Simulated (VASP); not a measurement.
A convergence study with VASP on BeTe (zinc blende): one setting is varied, all else stays as given below, so the limit is that of these other settings.

```yaml
crystal:
  lattice:
    - [0.00000, 2.81500, 2.81500]
    - [2.81500, 0.00000, 2.81500]
    - [2.81500, 2.81500, 0.00000]
  atoms:
    - { symbol: Be, position: [0.00000, 0.00000, 0.00000] }
    - { symbol: Te, position: [0.25000, 0.25000, 0.25000] }
```

Method: PBE GGA, VASP's PBE PAW potentials (set 64) (plane waves; VASP). The tightest run used: 550 eV cut-off, 18×18×18 Γ-centred mesh, Gaussian smearing of 0.010 eV, potentials Be Te.

The settings run are 4×4×4 mesh; 6×6×6 mesh; 8×8×8 mesh; 10×10×10 mesh; 12×12×12 mesh; 14×14×14 mesh; 16×16×16 mesh; 18×18×18 mesh. From which on does the highest Γ mode stay within 1 cm⁻¹ of the tightest run?

From 6×6×6 mesh on: it is off by 0.5 there and by no more than 1 in any finer run, while 4×4×4 mesh is off by 2.4.
```csv
setting,mean ε∞,highest Γ mode (cm⁻¹),irreducible k-points,difference judged (cm⁻¹)
4×4×4 mesh,9.86,470.6,8,2.4
6×6×6 mesh,8.00,468.6,16,0.5
8×8×8 mesh,7.58,468.3,29,0.1
10×10×10 mesh,7.48,468.2,47,0.1
12×12×12 mesh,7.46,468.2,72,0.0
14×14×14 mesh,7.46,468.1,104,0.0
16×16×16 mesh,7.46,468.1,145,0.0
18×18×18 mesh,7.46,468.1,195,0.0
```

Left out are rungs that failed or repeat a setting and relaxations that didn't move; long series are thinned to 24 rows.

The compound is BeTe in the zinc blende structure. The cell was not relaxed at this level.
